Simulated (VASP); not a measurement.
Here is the system:

```xyz
2
Lattice="0.0000 3.3118 3.3118 3.3118 0.0000 3.3118 3.3118 3.3118 0.0000" Properties=species:S:1:pos:R:3 pbc="T T T"
Ag     0.0000     0.0000     0.0000
I      1.6559     1.6559     1.6559
```

The numbers are results of PBE GGA, VASP's PBE PAW potentials (set 64) (plane waves; VASP), not measurements. Run with 500 eV cut-off, 7×7×7 Γ-centred mesh, Gaussian smearing of 0.050 eV, potentials Ag I.

Unless said otherwise, spin-orbit coupling is left out, though it shifts the bands of the heavy elements here.

Q: Estimate the energy per atom (σ→0), band gap (on the k-mesh) with the smallest direct gap where there is one.

A: 
```yaml
band gap (on the k-mesh): 1.34 eV
smallest direct gap (on the k-mesh): 1.34 eV
energy per atom (σ→0): -2.396 eV/atom
```

The compound is AgI in the zinc blende structure, whereas wurtzite is the usual form. It was relaxed first, which changed the volume by +6 %.
